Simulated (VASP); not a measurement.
Input:

```xyz
3
Lattice="0.0000 3.7285 3.7285 3.7285 0.0000 3.7285 3.7285 3.7285 0.0000" Properties=species:S:1:pos:R:3 pbc="T T T"
K      1.8642     1.8642     1.8642
K      5.5927     5.5927     5.5927
S      3.7285     3.7285     7.4570
```

All values below come from PBE GGA, VASP's PBE PAW potentials (set 64) (plane waves; VASP 6.6.1). Settings: 520 eV cut-off, Gaussian smearing of 0.050 eV, potentials K_sv S.

Task: Give the energies of bands 10 to 15 at the high-symmetry points, in eV from the valence-band maximum.

Result: 
```csv
band,Γ,X,U,L,W
10,-0.18,-0.72,-0.53,-0.61,-0.37
11,-0.18,0.00,-0.20,-0.06,-0.37
12,-0.18,0.00,-0.01,-0.06,-0.01
13,2.33,3.51,3.73,4.68,3.71
14,5.46,5.25,5.40,4.92,5.71
15,5.46,6.49,6.22,5.79,5.71
```

The gap is indirect, 2.33 eV, from the valence maximum at X to the conduction minimum at Γ.

The compound is K2S in the antifluorite structure. It was relaxed first.
